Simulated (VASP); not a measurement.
```
CELL_PARAMETERS angstrom
      0.00000     3.24215     3.24215
      3.24215     0.00000     3.24215
      3.24215     3.24215     0.00000
ATOMIC_POSITIONS crystal
  Cd 0.00000 0.00000 0.00000
  Te 0.25000 0.25000 0.25000
```

These are PBEsol GGA, VASP's PBE PAW potentials (set 64) (plane waves; VASP 6.6.1) values and carry that method's errors. Numerical set-up: 480 eV cut-off, 6×6×6 Γ-centred mesh, Gaussian smearing of 0.050 eV, potentials Cd Te.

Unless said otherwise, spin-orbit coupling is left out, though it shifts the bands of the heavy elements here.

### Question
Estimate the energy per atom (σ→0), band gap (on the k-mesh) with the smallest direct gap where there is one.

### Answer

```yaml
band gap (on the k-mesh): 0.66 eV
smallest direct gap (on the k-mesh): 0.66 eV
energy per atom (σ→0): -2742 meV/atom
```

The absolute energy has meaning only against runs of the same code, potentials and settings.

The compound is CdTe in the zinc blende structure. It was relaxed first.
